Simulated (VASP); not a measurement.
**PtS2: phonons with r2SCAN**

Crystal: PtS2.

```xyz
3
Lattice="3.5484 0.0000 0.0000 -1.7742 3.0730 0.0000 0.0000 0.0000 5.5938" Properties=species:S:1:pos:R:3 pbc="T T T"
Pt    3.5484    0.0000    5.5938
S     0.0000    2.0487    1.2326
S     1.7742    1.0243    4.3612
```

```json
{"Program": "VASP 6.6.1", "Task": "phonons", "Functional": "r2SCAN", "Potentials or basis": "VASP PAW PBE potentials, release 64 (Pt, S)", "Cutoff": "600 eV", "k mesh": "9 × 9 × 5", "Occupations": "gaussian, width 0.03 eV", "Spin": "no spin polarisation", "By perturbation theory": "no", "Further INCAR settings": "ALGO = Normal; EDIFF = 1e-08; IBRION = 6; POTIM = 0.015; NSW = 1"}
```

```json
{
  "Highest phonon frequency at Γ, LO-TO splitting left out": "340 cm⁻¹"
}
```

Phonon frequencies in cm⁻¹ (negative: imaginary):
```
              q point                    frequencies
(0.000, 0.000, 0.000)  0 0 0 300 300 312 312 327 340
```

Run time: 15 min on 2 MPI ranks on Intel(R) Xeon(R) 6975P-C (Granite Rapids), on a shared host, peak memory 0.45 GiB a rank.

 Spin-orbit coupling is left out, which matters for the levels of Pt.
